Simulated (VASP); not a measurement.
## CsSnI3: excitons from the Bethe-Salpeter equation

Wanted: the lowest vertical excitons of CsSnI3 and its absorption. The cell has space group P4/mbm. The start is a cell from a database of measured crystal structures.

Method: LDA; plane waves and PAW (Cs_sv_GW, Sn_d_GW, I_GW), in the first sound run; inputs show where later runs differ, in VASP 6.6.1.

### Step 1. The structure

Symmetry: P4/mbm, No. 127, tetragonal system. Conventional cell: a = 8.718 Å, b = 8.718 Å, c = 6.191 Å, α = 90.00°, β = 90.00°, γ = 90.00°. Nearest to Cs lie 12 I at 4.15 to 4.60 Å. Nearest to Sn lie 6 I at 3.10 Å. Nearest to I lie 2 Sn at 3.10 Å and 4 Cs at 4.36 Å. Nearest to I lie 2 Sn at 3.10 Å and 4 Cs at 4.15 to 4.60 Å. Farther neighbours and most contacts between anions are not listed.

### Step 2. Ground state

The orbitals come from a self-consistent LDA run. EDIFF is tight for accurate orbitals, and a narrow smearing avoids fractional occupations.

The input, INCAR:

```
SYSTEM = CsSnI3
PREC = Accurate
ENCUT = 300
EDIFF = 1E-08
NELM = 100
ISMEAR = 0
SIGMA = 0.01
LREAL = .FALSE.
ALGO = Normal
GGA = CA
NBANDS = 54
LORBIT = 11
LWAVE = .TRUE.
LCHARG = .FALSE.
KPAR = 2
```

The input, POSCAR:

```
CsSnI3
1.0
    8.7182000000      0.0000000000      0.0000000000
    0.0000000000      8.7182000000      0.0000000000
    0.0000000000      0.0000000000      6.1908000000
Cs Sn I
2 2 6
Direct
    0.5000000000      0.0000000000      0.0000000000
    0.0000000000      0.5000000000      0.0000000000
    0.0000000000      0.0000000000      0.5000000000
    0.5000000000      0.5000000000      0.5000000000
    0.0000000000      0.0000000000      0.0000000000
    0.5000000000      0.5000000000      0.0000000000
    0.7763000000      0.2763000000      0.5000000000
    0.7237000000      0.7763000000      0.5000000000
    0.2237000000      0.7237000000      0.5000000000
    0.2763000000      0.2237000000      0.5000000000
```

The input, KPOINTS:

```
Automatic mesh
0
Gamma
2 2 4
0 0 0
```

The projector-augmented-wave data sets are Cs_sv_GW, Sn_d_GW and I_GW (LDA family, release 64).

Command:

```sh
$ mpirun -np 16 vasp_std
```

The program printed:

```text
[banner, memory and clock lines left out]
running   16 mpi-ranks, on    1 nodes
 distrk:  each k-point on    8 cores,    2 groups
 distr:  one band on    1 cores,    8 groups

 POSCAR found type information on POSCAR CsSnI
 POSCAR found :  3 types and      10 ions
|                                                                             |
|           W    W    AA    RRRRR   N    N  II  N    N   GGGG   !!!           |
|           W    W   A  A   R    R  NN   N  II  NN   N  G    G  !!!           |
|           W    W  A    A  R    R  N N  N  II  N N  N  G       !!!           |
|           W WW W  AAAAAA  RRRRR   N  N N  II  N  N N  G  GGG   !            |
|           WW  WW  A    A  R   R   N   NN  II  N   NN  G    G                |
|           W    W  A    A  R    R  N    N  II  N    N   GGGG   !!!           |
|                                                                             |
|     For optimal performance we recommend to set                             |
|       NCORE = 2 up to number-of-cores-per-socket                            |
|     NCORE specifies how many cores store one orbital (NPAR=cpu/NCORE).      |
|     This setting can greatly improve the performance of VASP for DFT.       |
|     The default, NCORE=1 might be grossly inefficient on modern             |
|     multi-core architectures or massively parallel machines. Do your        |
|     Unfortunately you need to use the default for GW and RPA                |
|     calculations (for HF NCORE is supported but not extensively tested      |
|     yet).                                                                   |
|                                                                             |

 LDA part: xc-table for (Slater(with rela. corr.)+CA(PZ))
 , standard interpolation
|                                                                             |
|           W    W    AA    RRRRR   N    N  II  N    N   GGGG   !!!           |
|           W    W   A  A   R    R  NN   N  II  NN   N  G    G  !!!           |
|           W    W  A    A  R    R  N N  N  II  N N  N  G       !!!           |
|           W WW W  AAAAAA  RRRRR   N  N N  II  N  N N  G  GGG   !            |
|           WW  WW  A    A  R   R   N   NN  II  N   NN  G    G                |
|           W    W  A    A  R    R  N    N  II  N    N   GGGG   !!!           |
|                                                                             |
|     The number of bands has been changed from the values supplied in        |
|     The orbitals not found in the WAVECAR file will be initialized with     |
|     random numbers, which is usually adequate. For correlated               |
|     calculations, however, you should redo the groundstate calculation.     |
|     I found NBANDS = 54. Now, NBANDS = 56.                                  |
|                                                                             |

 POSCAR, INCAR and KPOINTS ok, starting setup
 FFT: planning ... GRIDC
 FFT: planning ... GRID_SOFT
 FFT: planning ... GRID
 WAVECAR not read
 entering main loop
       N       E                     dE             d eps       ncg     rms          rms(c)
DAV:   1     0.785146711319E+03    0.78515E+03   -0.22879E+04  1560   0.266E+03
DAV:   2     0.967843706915E+02   -0.68836E+03   -0.65876E+03  2000   0.719E+02
DAV:   3    -0.277515022458E+02   -0.12454E+03   -0.12361E+03  1936   0.191E+02
DAV:   4    -0.356165319413E+02   -0.78650E+01   -0.78499E+01  1752   0.476E+01
DAV:   5    -0.361302545325E+02   -0.51372E+00   -0.51353E+00  1920   0.154E+01    0.476E+00
DAV:   6    -0.354976413227E+02    0.63261E+00   -0.11414E+00  1880   0.912E+00    0.294E+00
DAV:   7    -0.353613853608E+02    0.13626E+00   -0.64942E-01  1736   0.434E+00    0.129E+00
DAV:   8    -0.353562493375E+02    0.51360E-02   -0.12419E-01  1664   0.407E+00    0.249E-01
DAV:   9    -0.353536799533E+02    0.25694E-02   -0.12624E-02  1744   0.175E+00    0.975E-02
DAV:  10    -0.353537459143E+02   -0.65961E-04   -0.18912E-03  1904   0.341E-01    0.367E-02
DAV:  11    -0.353537584756E+02   -0.12561E-04   -0.20724E-04  1984   0.111E-01    0.223E-02
DAV:  12    -0.353537530029E+02    0.54727E-05   -0.36109E-05  1808   0.277E-02    0.302E-03
DAV:  13    -0.353537533704E+02   -0.36749E-06   -0.53670E-06  1912   0.101E-02    0.234E-03
DAV:  14    -0.353537534205E+02   -0.50119E-07   -0.57221E-07  1856   0.525E-03    0.903E-04
DAV:  15    -0.353537534201E+02    0.39836E-09   -0.36197E-08  1128   0.107E-03
   1 F= -.35353753E+02 E0= -.35353753E+02  d E =-.392542E-12
 writing wavefunctions
```

Run time: 28 s. Hardware: 16 MPI ranks of AMD EPYC 7R43, shared host; peak memory 2.6 GiB; 7.2 min of CPU time.

The logs omit lines about the potential files and the build; timing stands in the text.

From OUTCAR (step 2):

```text
ion  position               nearest neighbor table
   1  0.500  0.000  0.000-
   2  0.000  0.500  0.000-
   3  0.000  0.000  0.500-   5 3.10   5 3.10   8 3.10   9 3.10  10 3.10   7 3.10
   4  0.500  0.500  0.500-   6 3.10   6 3.10   8 3.10   9 3.10  10 3.10   7 3.10
   5  0.000  0.000  0.000-   3 3.10   3 3.10
   6  0.500  0.500  0.000-   4 3.10   4 3.10
   7  0.776  0.276  0.500-   3 3.10   4 3.10
   8  0.724  0.776  0.500-   3 3.10   4 3.10
   9  0.224  0.724  0.500-   3 3.10   4 3.10
  10  0.276  0.224  0.500-   3 3.10   4 3.10

  LATTYP: Found a simple tetragonal cell.
 ALAT       =     8.7182000000
 C/A-ratio  =     0.7101007089

 Subroutine GETGRP returns: Found 16 space group operations
 (whereof  8 operations were pure point group operations)

The static configuration has the point symmetry C_4h.
 The point group associated with its full space group is D_4h.

 Found      9 irreducible k-points:

   k-points           NKPTS =      9   k-points in BZ     NKDIM =      9   number of bands    NBANDS=     56

   dimension x,y,z NGX =    50 NGY =   50 NGZ =   36
   dimension x,y,z NGXF=   100 NGYF=  100 NGZF=   72

   ENCUT  =  300.0 eV  22.05 Ry    4.70 a.u.  12.31 12.31  8.74*2*pi/ulx,y,z

   NELECT =      88.0000    total number of electrons

 k-points in reciprocal lattice and weights: Automatic mesh
   0.00000000  0.00000000  0.00000000       0.062
   0.50000000  0.00000000  0.00000000       0.125
   0.50000000  0.50000000  0.00000000       0.062
   0.00000000  0.00000000  0.25000000       0.125
   0.50000000  0.00000000  0.25000000       0.250
   0.50000000  0.50000000  0.25000000       0.125
   0.00000000  0.00000000  0.50000000       0.062
   0.50000000  0.00000000  0.50000000       0.125
   0.50000000  0.50000000  0.50000000       0.062

 average (electrostatic) potential at core
       1 -71.5011       2 -71.5011       3 -78.9818       4 -78.9818       5 -93.9023
       6 -93.9023       7 -93.8925       8 -93.8925       9 -93.8925      10 -93.8925

 E-fermi :   2.7854

 k-point     1 :       0.0000    0.0000    0.0000
  band No.  band energies     occupation
    ...
     40       0.6230      2.00000
     41       0.6419      2.00000
     42       0.6419      2.00000
     43       1.0188      2.00000
     44       1.9681      2.00000
     45       3.5039      0.00000
     46       3.5039      0.00000
     47       4.7405      0.00000
     48       5.6849      0.00000
     49       5.7974      0.00000
    ...

 k-point     2 :       0.5000    0.0000    0.0000
  band No.  band energies     occupation
    ...
     40       0.4563      2.00000
     41       0.6258      2.00000
     42       0.6258      2.00000
     43       0.8184      2.00000
     44       0.8184      2.00000
     45       5.2785      0.00000
     46       5.2785      0.00000
     47       5.4934      0.00000
     48       5.4934      0.00000
     49       5.8312      0.00000
    ...

 k-point     3 :       0.5000    0.5000    0.0000
  band No.  band energies     occupation
    ...
     40       0.4714      2.00000
     41       0.4907      2.00000
     42       0.4907      2.00000
     43       1.1804      2.00000
     44       1.1804      2.00000
     45       3.8047      0.00000
     46       3.8047      0.00000
     47       6.3909      0.00000
     48       6.3910      0.00000
     49       6.4943      0.00000
    ...

  Total       -3.5971169     -3.5971169     -3.6818233      0.0000000     -0.0000000      0.0000000
  in kB      -12.2479867    -12.2479867    -12.5364072      0.0000000     -0.0000000      0.0000000
  external PRESSURE =     -12.3441269 kB  Pullay stress =       0.0000000 kB

  energy-cutoff  :      300.00
  volume of cell :      470.54
      direct lattice vectors                 reciprocal lattice vectors
     8.718200000  0.000000000  0.000000000     0.114702576  0.000000000  0.000000000
     0.000000000  8.718200000  0.000000000     0.000000000  0.114702576  0.000000000
     0.000000000  0.000000000  6.190800000     0.000000000  0.000000000  0.161530012

 POSITION                                       TOTAL-FORCE (eV/Angst)
 -----------------------------------------------------------------------------------
      4.35910      0.00000      0.00000        -0.000000     -0.000000     -0.000000
      0.00000      4.35910      0.00000        -0.000000     -0.000000     -0.000000
      0.00000      0.00000      3.09540        -0.000000     -0.000000     -0.000000
      4.35910      4.35910      3.09540        -0.000000     -0.000000     -0.000000
      0.00000      0.00000      0.00000        -0.000000     -0.000000     -0.000000
      4.35910      4.35910      0.00000        -0.000000     -0.000000     -0.000000
      6.76794      2.40884      3.09540         0.048103      0.048103     -0.000000
      6.30936      6.76794      3.09540        -0.048103      0.048103     -0.000000
      1.95026      6.30936      3.09540        -0.048103     -0.048103     -0.000000
      2.40884      1.95026      3.09540         0.048103     -0.048103      0.000000
 -----------------------------------------------------------------------------------
    total drift:                               -0.000000      0.000000     -0.000000

  FREE ENERGIE OF THE ION-ELECTRON SYSTEM (eV)
  ---------------------------------------------------
  free  energy   TOTEN  =       -35.3537534201 eV

  energy  without entropy=      -35.3537534201  energy(sigma->0) =      -35.35375342

 total charge
# of ion       s       p       d       f       tot
--------------------------------------------------
    1        1.971   5.269   0.023   0.003   7.266
    2        1.971   5.269   0.023   0.003   7.266
    3        1.460   0.604  10.051   0.013  12.127
    4        1.460   0.604  10.051   0.013  12.127
    5        1.617   3.117   0.015   0.000   4.749
    6        1.617   3.117   0.015   0.000   4.749
    7        1.617   3.119   0.015   0.000   4.751
    8        1.617   3.119   0.015   0.000   4.751
    9        1.617   3.119   0.015   0.000   4.751
   10        1.617   3.119   0.015   0.000   4.751
--------------------------------------------------
tot         16.563  30.456  20.237   0.032  67.288

[... 3 further parts left out ...]
```

The gap is read on the k-mesh alone, so it is an upper bound where the band edges lie off the mesh.

A gap read on the k-mesh alone can miss the band edges.

This step gave:

- free energy (TOTEN): -35.35 eV
- Fermi energy: 2.785 eV
- pressure: -1.234 GPa
- gap on the k-mesh: 0.2593 eV
- least direct gap on the k-mesh: 0.2593 eV

The cell has a gap of 0.259 eV on this mesh. Spin-orbit coupling is left out, which can shift or reorder these edges. Forces of up to 0.068 eV/Å remain in these settings.

### Step 3. Empty bands

The next step needs empty bands that the ground-state run didn't converge, so the Hamiltonian is diagonalised exactly for NBANDS bands, in a single step. LOPTICS writes the k-derivatives of the orbitals (WAVEDER), which give the long-wavelength limit of the screening.

The input, INCAR:

```
SYSTEM = CsSnI3
PREC = Accurate
ENCUT = 300
ISMEAR = 0
SIGMA = 0.01
LREAL = .FALSE.
GGA = CA
NBANDS = 1072
ALGO = Exact
NELM = 1
LWAVE = .TRUE.
LCHARG = .FALSE.
LOPTICS = .TRUE.
NEDOS = 1000
CSHIFT = 0.1
```

POSCAR is that of step 2.

KPOINTS is that of step 2.

Command:

```sh
$ mpirun -np 16 vasp_std
```

The program printed:

```text
[banner, memory and clock lines left out]
running   16 mpi-ranks, on    1 nodes
 distrk:  each k-point on   16 cores,    1 groups
 distr:  one band on    1 cores,   16 groups

 POSCAR found type information on POSCAR CsSnI
 POSCAR found :  3 types and      10 ions
 [... a notice as in an earlier step ...]

 LDA part: xc-table for (Slater(with rela. corr.)+CA(PZ))
 , standard interpolation
 found WAVECAR, reading the header
  number of bands has changed, file:    56 present:  1072
  trying to continue reading WAVECAR, but it might fail
 POSCAR, INCAR and KPOINTS ok, starting setup
 FFT: planning ... GRIDC
 FFT: planning ... GRID_SOFT
 FFT: planning ... GRID
 reading WAVECAR
 random initialization beyond band           56
 the WAVECAR file was read successfully
 initial charge from wavefunction
 entering main loop
       N       E                     dE             d eps       ncg     rms          rms(c)
DIA:   1    -0.353537534248E+02   -0.35354E+02    0.00000E+00     0   0.000E+00
   1 F= -.35353753E+02 E0= -.35353753E+02  d E =-.207247E-12
 writing wavefunctions
 optical routines
 imaginary and real dielectric function
 recalculating local potential from charge density
 direction            1
 direction            2
 direction            3
```

Run time: 6.5 min. Hardware: 16 MPI ranks; peak memory 9.9 GiB; 1.7 h of CPU time.

OUTCAR, selected parts (step 3):

```text
 Found      9 irreducible k-points:

   k-points           NKPTS =      9   k-points in BZ     NKDIM =      9   number of bands    NBANDS=   1072

   NELECT =      88.0000    total number of electrons

 E-fermi :   2.7861

 k-point     1 :       0.0000    0.0000    0.0000
  band No.  band energies     occupation
    ...
     40       0.6231      2.00000
     41       0.6419      2.00000
     42       0.6419      2.00000
     43       1.0189      2.00000
     44       1.9682      2.00000
     45       3.5039      0.00000
     46       3.5039      0.00000
     47       4.7405      0.00000
     48       5.6849      0.00000
     49       5.7975      0.00000
    ...

 k-point     2 :       0.5000    0.0000    0.0000
  band No.  band energies     occupation
    ...
     40       0.4563      2.00000
     41       0.6258      2.00000
     42       0.6258      2.00000
     43       0.8185      2.00000
     44       0.8185      2.00000
     45       5.2785      0.00000
     46       5.2785      0.00000
     47       5.4934      0.00000
     48       5.4934      0.00000
     49       5.8312      0.00000
    ...

  Total       -3.5958032     -3.5958032     -3.6810616     -0.0000000      0.0000000      0.0000000
  in kB      -12.2435137    -12.2435137    -12.5338140     -0.0000000      0.0000000      0.0000000
  external PRESSURE =     -12.3402805 kB  Pullay stress =       0.0000000 kB

 POSITION                                       TOTAL-FORCE (eV/Angst)
 -----------------------------------------------------------------------------------
      4.35910      0.00000      0.00000         0.000000      0.000000     -0.000000
      0.00000      4.35910      0.00000         0.000000      0.000000     -0.000000
      0.00000      0.00000      3.09540         0.000000      0.000000     -0.000000
      4.35910      4.35910      3.09540         0.000000      0.000000     -0.000000
      0.00000      0.00000      0.00000         0.000000      0.000000     -0.000000
      4.35910      4.35910      0.00000         0.000000      0.000000     -0.000000
      6.76794      2.40884      3.09540         0.048103      0.048103     -0.000000
      6.30936      6.76794      3.09540        -0.048103      0.048103      0.000000
      1.95026      6.30936      3.09540        -0.048103     -0.048103     -0.000000
      2.40884      1.95026      3.09540         0.048103     -0.048103     -0.000000
 -----------------------------------------------------------------------------------
    total drift:                               -0.000000      0.000000     -0.000000

  FREE ENERGIE OF THE ION-ELECTRON SYSTEM (eV)
  ---------------------------------------------------
  free  energy   TOTEN  =       -35.3537534248 eV

  energy  without entropy=      -35.3537534248  energy(sigma->0) =      -35.35375342

 plasma frequency squared (from intraband transitions) (eV^2)
  --------------------------------------------------------------------------------------
       0.000       0.000      -0.000
       0.000       0.000       0.000
      -0.000       0.000       0.000

[... 8 parts as in an earlier step ...]

[... 5 further parts left out ...]
```

Numbers from this step:

```yaml
gap_on_the_k_mesh: 0.2592 eV
least_direct_gap_on_the_k_mesh: 0.2592 eV
```

WAVECAR now holds 1072 bands for 88 electrons. Its independent-particle dielectric tensor has xx, yy, zz = 132.8, 132.8, 184.4 on this mesh, which isn't tested for convergence in mesh or bands and lacks local fields. A value this large is set by the few k points at the smallest gap, and it enters the screening of any GW step.

(Part 1 of 3 ends here.)

[Lines on the potential files, build, host, timing and source positions are cut from VASP's logs without a mark.]

[Logs are printed without paths, hosts, clocks, repeated set-up lines and the standing remarks that a program may print on its own settings, such as how far it seeks lower states.]

[Hosts, paths, dates, database ids (printed as entryN), source tags and the programs' standing remarks are cut or masked in the printed files.]

[Pressures printed for these runs are not shown converged in the cutoff: they can be off by several GPa and have the wrong sign.]
